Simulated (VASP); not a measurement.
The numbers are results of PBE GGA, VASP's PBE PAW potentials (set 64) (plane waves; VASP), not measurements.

VASP ran on this input.

KPOINTS:
```
Regular mesh
0
G
12 12 6
0 0 0
```

POSCAR:
```
Lu
1
    1.7566728257    -3.0426466741     0.0000000000
    1.7566728257     3.0426466741     0.0000000000
    0.0000000000     0.0000000000     5.3198909778
Lu
2
Direct
  0.3333330000   0.6666670000   0.2500000000
  0.6666670000   0.3333330000   0.7500000000
```

INCAR:
```
SYSTEM = Lu
PREC = Accurate
ENCUT = 480
EDIFF = 1E-7
NELM = 100
ALGO = Normal
LREAL = .FALSE.
LASPH = .TRUE.
ISMEAR = 1
SIGMA = 0.1
GGA = PE
LMAXMIX = 6
LWAVE = .FALSE.
LCHARG = .FALSE.
ISIF = 2
IBRION = 2
NSW = 30
EDIFFG = -0.01
```

POTCAR, in this order: Lu_3 (PBE.64 set). Program: vasp_std.

Output of the run:

OSZICAR:
```
       N       E                     dE             d eps       ncg     rms          rms(c)
DAV:   1     0.432149467269E+02    0.43215E+02   -0.85350E+03  3617   0.143E+03
DAV:   2    -0.669274812856E+01   -0.49908E+02   -0.48551E+02  3374   0.702E+02
DAV:   3    -0.880801344617E+01   -0.21153E+01   -0.20288E+01  3488   0.601E+01
DAV:   4    -0.888640937925E+01   -0.78396E-01   -0.77551E-01  3604   0.880E+00
DAV:   5    -0.888853400983E+01   -0.21246E-02   -0.21310E-02  3429   0.188E+00    0.257E+01
DAV:   6    -0.888298076474E+01    0.55532E-02   -0.31075E-02  3304   0.416E+00    0.153E+01
DAV:   7    -0.889310672980E+01   -0.10126E-01   -0.58302E-02  3174   0.553E+00    0.389E-01
DAV:   8    -0.889299515753E+01    0.11157E-03   -0.39439E-03  3257   0.832E-01    0.115E-01
DAV:   9    -0.889300300213E+01   -0.78446E-05   -0.18833E-04  3384   0.225E-01    0.288E-02
DAV:  10    -0.889299878467E+01    0.42175E-05   -0.20781E-05  3382   0.714E-02    0.321E-02
DAV:  11    -0.889299922000E+01   -0.43532E-06   -0.14276E-06  3333   0.176E-02    0.288E-03
DAV:  12    -0.889299939908E+01   -0.17909E-06   -0.72751E-08  1878   0.627E-03    0.142E-03
DAV:  13    -0.889299938464E+01    0.14448E-07   -0.23106E-08  1768   0.930E-03
   1 F= -.88929994E+01 E0= -.88935266E+01  d E =-.889300E+01
```

File OUTCAR:
```
------------------------ aborting loop because EDIFF is reached ----------------------------------------
  FORCE on cell =-STRESS in cart. coord.  units (eV):
  Direction    XX          YY          ZZ          XY          YZ          ZX
  --------------------------------------------------------------------------------------
  Total        0.3082552      0.3082552      1.0427937      0.0000000     -0.0000000      0.0000000
  in kB        8.6845215      8.6845220     29.3787848      0.0000000     -0.0000000      0.0000000
  external PRESSURE =      15.5826094 kB  Pullay stress =       0.0000000 kB
  volume of cell :       56.87
      direct lattice vectors                 reciprocal lattice vectors
     1.756672826 -3.042646674  0.000000000     0.284628983 -0.164330615  0.000000000
     1.756672826  3.042646674  0.000000000     0.284628983  0.164330615  0.000000000
     0.000000000  0.000000000  5.319890978     0.000000000  0.000000000  0.187973777
 POSITION                                       TOTAL-FORCE (eV/Angst)
 -----------------------------------------------------------------------------------
      1.75667      1.01422      1.32997        -0.000000     -0.000000      0.000000
      1.75667     -1.01422      3.98992         0.000000      0.000000      0.000000
 -----------------------------------------------------------------------------------
    total drift:                                0.000000      0.000068     -0.000012
  FREE ENERGIE OF THE ION-ELECTRON SYSTEM (eV)
  ---------------------------------------------------
  free  energy   TOTEN  =        -8.8929993846 eV

  energy  without entropy=       -8.8945809888  energy(sigma->0) =       -8.89352659

 reached required accuracy - stopping structural energy minimisation
```
(Selected blocks of OUTCAR.)

### OUTCAR
```
 val. band max:        2.8852461141   @ k =   0.3333   0.0833   0.1667

 cond. band min:       2.9314986510   @ k =   0.2500   0.0000   0.0000


 Fermi energy:         2.9231230052

 k-point     1 :       0.0000    0.0000    0.0000
  band No.  band energies     occupation
      1     -24.0826      2.00000
      2     -23.6115      2.00000
      3     -23.6115      2.00000
      4     -23.5035      2.00000
      5     -23.5035      2.00000
      6     -23.4467      2.00000
      7      -3.1717      2.00000
      8       0.5820      2.00000
      9       3.9387     -0.00000
     10       5.0955      0.00000
     11       5.0956      0.00000
     12       5.8833      0.00000
     13       5.9369      0.00000

 k-point     2 :       0.0833    0.0000    0.0000
  band No.  band energies     occupation
      1     -24.0702      2.00000
      2     -23.6331      2.00000
      3     -23.6196      2.00000
      4     -23.5268      2.00000
      5     -23.5058      2.00000
      6     -23.4536      2.00000
      7      -3.0051      2.00000
      8       0.7446      2.00000
      9       3.7894     -0.00000
     10       4.6813     -0.00000
     11       5.2527      0.00000
     12       5.7162      0.00000
     13       6.0821      0.00000

 k-point     3 :       0.1667    0.0000    0.0000
  band No.  band energies     occupation
      1     -24.0347      2.00000
      2     -23.6922      2.00000
      3     -23.6410      2.00000
      4     -23.5892      2.00000
      5     -23.5128      2.00000
      6     -23.4743      2.00000
      7      -2.5233      2.00000
      8       1.1886      2.00000
      9       3.4051     -0.00000
     10       3.9898     -0.00000
     11       5.2162      0.00000
     12       5.6380      0.00000
     13       5.7078      0.00000

 k-point     4 :       0.2500    0.0000    0.0000
  band No.  band energies     occupation
      1     -23.9808      2.00000
      2     -23.7738      2.00000
      3     -23.6711      2.00000
...
```

The compound is Lu in the hcp structure. This cell was strained or had an atom moved on purpose.
